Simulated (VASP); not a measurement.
Consider the following.

```xyz
3
Lattice="-1.6611 1.6611 4.0877 1.6611 -1.6611 4.0877 1.6611 1.6611 -4.0877" Properties=species:S:1:pos:R:3 pbc="T T T"
W      0.0000     0.0000     0.0000
Ge     0.0000     0.0000     2.7592
Ge     0.0000     0.0000     5.4162
```

Computed with r2SCAN meta-GGA, VASP's PBE PAW potentials (set 64) (plane waves; VASP). Run with 400 eV cut-off, 14×14×14 Γ-centred mesh, tetrahedra with Blöchl corrections, potentials W_sv Ge_d.

The cores are frozen, which limits the accuracy of field gradients.

Problem. Give the principal components of the electric field gradient (V/Å²) and the asymmetry η at each nucleus.

Solution. 
```tsv
atom	Vxx	Vyy	Vzz	η
W1	27.0	27.0	-54.1	0.00
Ge2	2.1	2.1	-4.1	0.00
Ge3	2.1	2.1	-4.1	0.00
```

The structure was generated: Ge2W was put into the MoSi2 type (I4/mmm), which need not be its known phase. It was relaxed first.
